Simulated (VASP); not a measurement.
Computed with PBE0 hybrid, VASP's PBE PAW potentials (set 64) (plane waves; VASP).

VASP ran on this input.

### INCAR
```
SYSTEM = PbS
PREC = Accurate; ENCUT = 520; LREAL = .FALSE.
LASPH = .TRUE.; ISYM = 3
EDIFF = 1E-6; NELM = 60; ALGO = Normal
LMAXMIX = 4
ISMEAR = 0; SIGMA = 0.05
GGA = PE; LHFCALC = .TRUE.; AEXX = 0.25
HFRCUT = -1; PRECFOCK = Fast
ISIF = 2
LWAVE = .FALSE.; LCHARG = .FALSE.
```

**POSCAR**
```
PbS
3.0024810
  0.0000000000   0.9999999457   0.9999999457
  0.9999999457   0.0000000000   0.9999999457
  0.9999999457   0.9999999457   0.0000000000
Pb S
1 1
Cart
  0.0000000000   0.0000000000   0.0000000000
  0.9999999457   0.9999999457   0.9999999457
```

### KPOINTS_OPT
```
named points and PBE's band edges
7
Reciprocal
  0.000000   0.000000   0.000000 1 ! GAMMA
  0.500000   0.000000   0.500000 1 ! X
  0.500000   0.500000   0.500000 1 ! L
  0.500000   0.250000   0.750000 1 ! W
  0.375000   0.375000   0.750000 1 ! K
  0.625000   0.250000   0.625000 1 ! U
  0.464290   0.464290   0.464290 1 ! near an edge
```

File KPOINTS:
```
Automatic mesh
0
Gamma
6 6 6
0 0 0
```

POTCAR, in this order: Pb_d S (PBE.64 set). Program: vasp_std. Read from the step before: WAVECAR.

What VASP printed:

### OUTCAR
```
 ion  position               nearest neighbor table
   1  0.000  0.000  0.000-   2 3.00   2 3.00   2 3.00   2 3.00   2 3.00   2 3.00
   2  0.500  0.500  0.500-   1 3.00   1 3.00   1 3.00   1 3.00   1 3.00   1 3.00
  LATTYP: Found a face centered cubic cell.
 ALAT       =     6.0049616738
 Subroutine PRICEL returns:
 Original cell was already a primitive cell.
 Subroutine GETGRP returns: Found 48 space group operations
The static configuration has the point symmetry O_h .
The dynamic configuration has the point symmetry O_h .
 Subroutine INISYM returns: Found 48 space group operations
 Subroutine IBZKPT returns following result:
 Found     16 irreducible k-points:

 Following reciprocal coordinates:
            Coordinates               Weight
  0.000000  0.000000  0.000000      1.000000
  0.166667  0.000000  0.000000      8.000000
  0.333333  0.000000  0.000000      8.000000
  0.500000  0.000000  0.000000      4.000000
  0.166667  0.166667  0.000000      6.000000
  0.333333  0.166667  0.000000     24.000000
  0.500000  0.166667  0.000000     24.000000
 -0.333333  0.166667  0.000000     24.000000
 -0.166667  0.166667  0.000000     12.000000
...
```

**OSZICAR**
```
       N       E                     dE             d eps       ncg     rms          rms(c)
DAV:   1    -0.114053743869E+02   -0.11405E+02   -0.47404E-01   488   0.837E+00    0.899E-01
DAV:   2    -0.114135107605E+02   -0.81364E-02   -0.36620E-02   514   0.119E+00    0.536E-01
DAV:   3    -0.114121791321E+02    0.13316E-02   -0.30534E-03   580   0.610E-01    0.335E-01
DAV:   4    -0.114119575470E+02    0.22159E-03   -0.88203E-04   514   0.291E-01    0.200E-01
DAV:   5    -0.114119147495E+02    0.42797E-04   -0.12409E-04   504   0.127E-01    0.113E-01
DAV:   6    -0.114118840228E+02    0.30727E-04   -0.18918E-05   490   0.592E-02    0.562E-02
DAV:   7    -0.114118748040E+02    0.92188E-05   -0.10954E-05   472   0.300E-02    0.253E-02
DAV:   8    -0.114118725989E+02    0.22051E-05   -0.23933E-06   484   0.136E-02    0.135E-02
DAV:   9    -0.114118720090E+02    0.58992E-06   -0.57429E-07   266   0.783E-03
   1 F= -.11411872E+02 E0= -.11411872E+02  d E =-.661227E-13
       N       E                     dE             ncg
```

File OUTCAR:
```
------------------------ aborting loop because EDIFF is reached ----------------------------------------
  FORCE on cell =-STRESS in cart. coord.  units (eV):
  Direction    XX          YY          ZZ          XY          YZ          ZX
  --------------------------------------------------------------------------------------
  Total       -0.3711228     -0.3711228     -0.3711228     -0.0000000      0.0000000      0.0000000
  in kB      -10.9839220    -10.9839220    -10.9839220     -0.0000000      0.0000000      0.0000000
  external PRESSURE =     -10.9839220 kB  Pullay stress =       0.0000000 kB
  volume of cell :       54.13
      direct lattice vectors                 reciprocal lattice vectors
     0.000000000  3.002480837  3.002480837    -0.166528956  0.166528956  0.166528956
     3.002480837  0.000000000  3.002480837     0.166528956 -0.166528956  0.166528956
     3.002480837  3.002480837  0.000000000     0.166528956  0.166528956 -0.166528956
  FREE ENERGIE OF THE ION-ELECTRON SYSTEM (eV)
  ---------------------------------------------------
  free  energy   TOTEN  =       -11.4118720090 eV

  energy  without entropy=      -11.4118720090  energy(sigma->0) =      -11.41187201

  exchange ACFDT corr.  =         0.00000000  see jH, gK, PRB 81, 115126
```
(Selected blocks of OUTCAR.)

### OUTCAR
```
 val. band max:        4.7197804224   @ k =   0.5000   0.0000   0.0000

 cond. band min:       6.2372995113   @ k =   0.5000   0.0000   0.0000


 Fermi energy:         4.9584757443

 k-point     1 :       0.0000    0.0000    0.0000
  band No.  band energies     occupation
      1     -13.8940      2.00000
      2     -13.8940      2.00000
      3     -13.8940      2.00000
      4     -13.8888      2.00000
      5     -13.8888      2.00000
      6     -10.1661      2.00000
      7      -1.8276      2.00000
      8       2.3291      2.00000
      9       2.3291      2.00000
     10       2.3291      2.00000
     11      11.3643      0.00000
     12      11.3643      0.00000
     13      11.3643      0.00000
     14      12.9356      0.00000

 k-point     2 :       0.1667    0.0000    0.0000
  band No.  band energies     occupation
      1     -13.8976      2.00000
      2     -13.8976      2.00000
      3     -13.8928      2.00000
      4     -13.8828      2.00000
      5     -13.8828      2.00000
      6      -9.9235      2.00000
      7      -2.6425      2.00000
      8       2.4021      2.00000
      9       2.4021      2.00000
     10       2.9523      2.00000
     11       9.4539      0.00000
     12      10.1090      0.00000
     13      10.1090      0.00000
     14      12.8245      0.00000

 k-point     3 :       0.3333    0.0000    0.0000
  band No.  band energies     occupation
      1     -13.9127      2.00000
      2     -13.9127      2.00000
      3     -13.8918      2.00000
      4     -13.8636      2.00000
      5     -13.8636      2.00000
      6      -9.3354      2.00000
      7      -4.0683      2.00000
      8       2.6131      2.00000
      9       2.6131      2.00000
     10       4.0146      2.00000
     11       7.3283      0.00000
     12       8.5560      0.00000
     13       8.5560      0.00000
     14      13.5223      0.00000

 k-point     4 :       0.5000    0.0000    0.0000
  band No.  band energies     occupation
...
```

Unless said otherwise, spin-orbit coupling is left out, though it shifts the bands of the heavy elements here.

The compound is PbS in the rock salt structure. It was relaxed first.
